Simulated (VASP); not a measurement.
Level of theory: r2SCAN meta-GGA, VASP's PBE PAW potentials (set 64) (plane waves; VASP 6.6.1).

Input for VASP

### INCAR
```
SYSTEM = PbO
PREC = Normal
ENCUT = 500
EDIFF = 1E-5
NELM = 100
ALGO = Normal
LREAL = .FALSE.
LASPH = .TRUE.
ISMEAR = 0
SIGMA = 0.05
METAGGA = R2SCAN
LMIXTAU = .TRUE.
LMAXMIX = 4
LWAVE = .FALSE.
LCHARG = .FALSE.
NELMIN = 4
IBRION = 2
ISIF = 2
NSW = 20
EDIFFG = -0.03
```

POSCAR:
```
PbO
1
    3.9952371242     0.0000000000     0.0000000000
    0.0000000000     3.9952371242     0.0000000000
    0.0000000000     0.0000000000     5.2869071044
Pb O
2 2
Direct
  0.5000000000   0.0000000000   0.7650000000
  0.0000000000   0.5000000000   0.2350000000
  0.5000000000   0.5000000000   0.0000000000
  0.0000000000   0.0000000000   0.0000000000
```

KPOINTS:
```
Automatic mesh
0
Gamma
8 8 6
0 0 0
```

POTCAR, in this order: Pb_d O (PBE.64 set). Program: vasp_std.

Output of the run:

**OUTCAR**
```
 ion  position               nearest neighbor table
   1  0.500  0.000  0.765-   3 2.35   4 2.35   3 2.35   4 2.35   2 3.76   2 3.76   2 3.76   2 3.76
                             2 3.98   2 3.98   2 3.98   2 3.98
   2  0.000  0.500  0.235-   3 2.35   4 2.35   4 2.35   3 2.35   1 3.76   1 3.76   1 3.76   1 3.76
                             1 3.98   1 3.98   1 3.98   1 3.98
   3  0.500  0.500  0.000-   1 2.35   2 2.35   1 2.35   2 2.35
   4  0.000  0.000  0.000-   1 2.35   2 2.35   2 2.35   1 2.35
  LATTYP: Found a simple tetragonal cell.
 ALAT       =     3.9952371242
 C/A-ratio  =     1.3233024574
 Subroutine PRICEL returns:
 Original cell was already a primitive cell.
 Subroutine GETGRP returns: Found 16 space group operations
The static configuration has the point symmetry D_2d.
 The point group associated with its full space group is D_4h.
The dynamic configuration has the point symmetry D_2d.
 Subroutine INISYM returns: Found 16 space group operations
 Subroutine IBZKPT returns following result:
 Found     60 irreducible k-points:

 Following reciprocal coordinates:
            Coordinates               Weight
  0.000000  0.000000  0.000000      1.000000
  0.125000  0.000000  0.000000      4.000000
  0.250000  0.000000  0.000000      4.000000
  0.375000  0.000000  0.000000      4.000000
  0.500000  0.000000  0.000000      2.000000
  0.125000  0.125000  0.000000      4.000000
  0.250000  0.125000  0.000000      8.000000
  0.375000  0.125000  0.000000      8.000000
  0.500000  0.125000  0.000000      4.000000
  0.250000  0.250000  0.000000      4.000000
  0.375000  0.250000  0.000000      8.000000
  0.500000  0.250000  0.000000      4.000000
  0.375000  0.375000  0.000000      4.000000
  0.500000  0.375000  0.000000      4.000000
  0.500000  0.500000  0.000000      1.000000
  0.000000  0.000000  0.166667      2.000000
  0.125000  0.000000  0.166667      8.000000
  0.250000  0.000000  0.166667      8.000000
  0.375000  0.000000  0.166667      8.000000
  0.500000  0.000000  0.166667      4.000000
  0.125000  0.125000  0.166667      8.000000
  0.250000  0.125000  0.166667     16.000000
  0.375000  0.125000  0.166667     16.000000
  0.500000  0.125000  0.166667      8.000000
  0.250000  0.250000  0.166667      8.000000
  0.375000  0.250000  0.166667     16.000000
  0.500000  0.250000  0.166667      8.000000
  0.375000  0.375000  0.166667      8.000000
  0.500000  0.375000  0.166667      8.000000
  0.500000  0.500000  0.166667      2.000000
  0.000000  0.000000  0.333333      2.000000
  0.125000  0.000000  0.333333      8.000000
  0.250000  0.000000  0.333333      8.000000
  0.375000  0.000000  0.333333      8.000000
  0.500000  0.000000  0.333333      4.000000
  0.125000  0.125000  0.333333      8.000000
  0.250000  0.125000  0.333333     16.000000
  0.375000  0.125000  0.333333     16.000000
  0.500000  0.125000  0.333333      8.000000
  0.250000  0.250000  0.333333      8.000000
   k-points           NKPTS =     60   k-points in BZ     NKDIM =     60   number of bands    NBANDS=     24
   number of dos      NEDOS =    301   number of ions     NIONS =      4
   total plane-waves  NPLWV =  17280
   dimension x,y,z NGX =    24 NGY =   24 NGZ =   30
   dimension x,y,z NGXF=    48 NGYF=   48 NGZF=   60
   ions per type =               2   2
   PREC   = normal    normal or accurate (medium, high low for compatibility)
   ISTART =      0    job   : 0-new  1-cont  2-samecut
   ICHARG =      2    charge: 1-file 2-atom 10-const
   ISPIN  =      1    spin polarized calculation?
   LNONCOLLINEAR =      F non collinear calculations
   LSORBIT =      F    spin-orbit coupling
   INIWAV =      1    electr: 0-lowe 1-rand  2-diag
...
```

### OSZICAR
```
       N       E                     dE             d eps       ncg     rms          rms(c)
DAV:   1     0.343796231819E+03    0.34380E+03   -0.20166E+04  2880   0.194E+03
DAV:   2    -0.839597429688E+02   -0.42776E+03   -0.42036E+03  3064   0.496E+02
DAV:   3    -0.143427144086E+03   -0.59467E+02   -0.57923E+02  4008   0.196E+02
DAV:   4    -0.145311059184E+03   -0.18839E+01   -0.18831E+01  3208   0.397E+01
DAV:   5    -0.145373688727E+03   -0.62630E-01   -0.62625E-01  4072   0.698E+00    0.113E+01
DAV:   6    -0.132440646302E+03    0.12933E+02   -0.27098E+01  4752   0.631E+01    0.391E+00
DAV:   7    -0.128830989975E+03    0.36097E+01   -0.28009E+00  2968   0.126E+01    0.231E+00
DAV:   8    -0.133173671726E+03   -0.43427E+01   -0.12564E+00  3712   0.121E+01    0.571E-01
DAV:   9    -0.129248826701E+03    0.39248E+01   -0.58050E-01  3376   0.687E+00    0.420E-01
DAV:  10    -0.129378850805E+03   -0.13002E+00   -0.11438E-01  3336   0.306E+00    0.253E-01
DAV:  11    -0.129362058213E+03    0.16793E-01   -0.98030E-02  2944   0.289E+00    0.175E-01
DAV:  12    -0.129465107188E+03   -0.10305E+00   -0.45031E-02  3296   0.187E+00    0.475E-02
DAV:  13    -0.129476134884E+03   -0.11028E-01   -0.34336E-03  3680   0.519E-01    0.306E-02
DAV:  14    -0.129477334200E+03   -0.11993E-02   -0.14433E-03  3576   0.415E-01    0.258E-02
DAV:  15    -0.129477626810E+03   -0.29261E-03   -0.57721E-04  3048   0.244E-01    0.187E-02
DAV:  16    -0.129477820494E+03   -0.19368E-03   -0.77893E-05  3120   0.765E-02    0.898E-03
DAV:  17    -0.129477872361E+03   -0.51867E-04   -0.19582E-04  3000   0.130E-01    0.276E-03
DAV:  18    -0.129477915407E+03   -0.43046E-04   -0.79645E-06  2576   0.269E-02    0.293E-03
DAV:  19    -0.129477962533E+03   -0.47126E-04   -0.97383E-06  2000   0.305E-02    0.107E-03
DAV:  20    -0.129477971988E+03   -0.94548E-05   -0.45619E-06  1816   0.237E-02
   1 F= -.12947797E+03 E0= -.12947797E+03  d E =-.129478E+03
       N       E                     dE             d eps       ncg     rms          rms(c)
DAV:   1    -0.129361847164E+03    0.11612E+00   -0.25809E+01  3424   0.300E+01    0.589E-01
DAV:   2    -0.129507342137E+03   -0.14549E+00   -0.11137E+00  3992   0.914E+00    0.345E-01
DAV:   3    -0.129519767062E+03   -0.12425E-01   -0.15191E-02  3320   0.124E+00    0.233E-01
DAV:   4    -0.129519833804E+03   -0.66742E-04   -0.52809E-03  4136   0.103E+00    0.956E-02
DAV:   5    -0.129520677834E+03   -0.84403E-03   -0.42505E-03  3408   0.624E-01    0.388E-02
DAV:   6    -0.129521609455E+03   -0.93162E-03   -0.88363E-04  3024   0.264E-01    0.161E-02
DAV:   7    -0.129521553971E+03    0.55484E-04   -0.15512E-04  3296   0.129E-01    0.119E-02
DAV:   8    -0.129521631454E+03   -0.77483E-04   -0.10526E-04  2752   0.779E-02    0.240E-03
DAV:   9    -0.129521634396E+03   -0.29425E-05   -0.20020E-05  2576   0.486E-02
   2 F= -.12952163E+03 E0= -.12952163E+03  d E =-.436624E-01
       N       E                     dE             d eps       ncg     rms          rms(c)
DAV:   1    -0.129517084386E+03    0.45471E-02   -0.14647E+00  3472   0.681E+00    0.124E-01
DAV:   2    -0.129521989327E+03   -0.49049E-02   -0.39863E-02  4016   0.207E+00    0.787E-02
DAV:   3    -0.129523247981E+03   -0.12587E-02   -0.10178E-03  3184   0.324E-01    0.505E-02
DAV:   4    -0.129523250207E+03   -0.22258E-05   -0.33153E-04  4032   0.267E-01    0.153E-02
DAV:   5    -0.129523234644E+03    0.15563E-04   -0.24018E-04  3008   0.153E-01    0.891E-03
DAV:   6    -0.129523332855E+03   -0.98211E-04   -0.98656E-05  2952   0.963E-02    0.359E-03
DAV:   7    -0.129523342599E+03   -0.97432E-05   -0.41947E-06  2360   0.209E-02
   3 F= -.12952334E+03 E0= -.12952334E+03  d E =-.453706E-01
```

OUTCAR:
```
------------------------ aborting loop because EDIFF is reached ----------------------------------------
  FORCE on cell =-STRESS in cart. coord.  units (eV):
  Direction    XX          YY          ZZ          XY          YZ          ZX
  --------------------------------------------------------------------------------------
  Total        0.0163175      0.0163175     -0.0220354      0.0000000     -0.0000000      0.0000000
  in kB        0.3097972      0.3097972     -0.4183541      0.0000000     -0.0000000      0.0000000
  external PRESSURE =       0.0670801 kB  Pullay stress =       0.0000000 kB
  volume of cell :       84.39
      direct lattice vectors                 reciprocal lattice vectors
     3.995237124  0.000000000  0.000000000     0.250298035  0.000000000  0.000000000
     0.000000000  3.995237124  0.000000000     0.000000000  0.250298035  0.000000000
     0.000000000  0.000000000  5.286907104     0.000000000  0.000000000  0.189146505
 POSITION                                       TOTAL-FORCE (eV/Angst)
 -----------------------------------------------------------------------------------
      1.99762      0.00000      4.09633         0.000000      0.000000     -0.002396
      0.00000      1.99762      1.19057         0.000000      0.000000      0.002396
      1.99762      1.99762      0.00000        -0.000000      0.000000      0.000000
      0.00000      0.00000      0.00000         0.000000     -0.000000      0.000000
 -----------------------------------------------------------------------------------
    total drift:                                0.000000     -0.000000      0.000000
  FREE ENERGIE OF THE ION-ELECTRON SYSTEM (eV)
  ---------------------------------------------------
  free  energy   TOTEN  =      -129.5233425986 eV

  energy  without entropy=     -129.5233425985  energy(sigma->0) =     -129.52334260

 reached required accuracy - stopping structural energy minimisation
```
(Selected blocks of OUTCAR.)

**CONTCAR**
```
PbO
   1.00000000000000
     3.9952371242000000    0.0000000000000000    0.0000000000000000
     0.0000000000000000    3.9952371242000000    0.0000000000000000
     0.0000000000000000    0.0000000000000000    5.2869071044000000
  Pb              O
     2     2
Direct
     0.5000000000000000    0.0000000000000000    0.7748074133812182
     0.0000000000000000    0.5000000000000000    0.2251925866187818
     0.5000000000000000    0.5000000000000000    0.0000000000000000
     0.0000000000000000    0.0000000000000000    0.0000000000000000
```

The compound is PbO in the litharge structure. This run relaxes the ions in a fixed cell. Symmetry was kept, so distortions that lower it aren't found.
